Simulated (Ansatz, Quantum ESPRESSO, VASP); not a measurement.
# LaS (Fm-3m, 2 atoms in the cell) computed with different codes at matched settings

Self-consistent single point.

```
LaS
1.0
    0.00000     2.94160     2.94160
    2.94160     0.00000     2.94160
    2.94160     2.94160     0.00000
La S
1 1
Direct
  0.00000   0.00000   0.00000
  0.50000   0.50000   0.50000
```

Shared settings, as Ansatz (a first-principles code) writes them: kpoints.mp_grid.grid = 7 7 7; scf.occupations.method = fermi_dirac; scf.occupations.width = 0.0073 Ry. Potentials and cutoffs stand in the table.

```tsv
code	model	pressure (GPa)	cutoff
Ansatz	LDA (PW92), default PAW files made with PBE	-4.81	default
VASP	LDA (PZ), VASP's LDA PAW potentials (set 64)	-5.04	300 eV
Quantum ESPRESSO	LDA (PZ), GBRV 1.5 ultrasoft (LDA) pseudopotentials	-4.80	40 Ry
```

The spread over the programs that give each value: pressure within 0.24 GPa.

Ansatz's pressure is given at a fixed set of plane waves, as the other plane-wave codes print theirs. The same LDA comes in different parametrisations, which differ slightly.

VASP's run is marked for a possible Pulay error in its stress at this cutoff; no cutoff test was made.

The starting cell comes from a database of computed structures (which also holds hypothetical and non-ambient phases and stackings), without a prior relaxation at this level.

Left out of this page: CP2K, Elk and FLEUR (not drawn, or without a comparable value).

Keys are those of Ansatz 0.2.
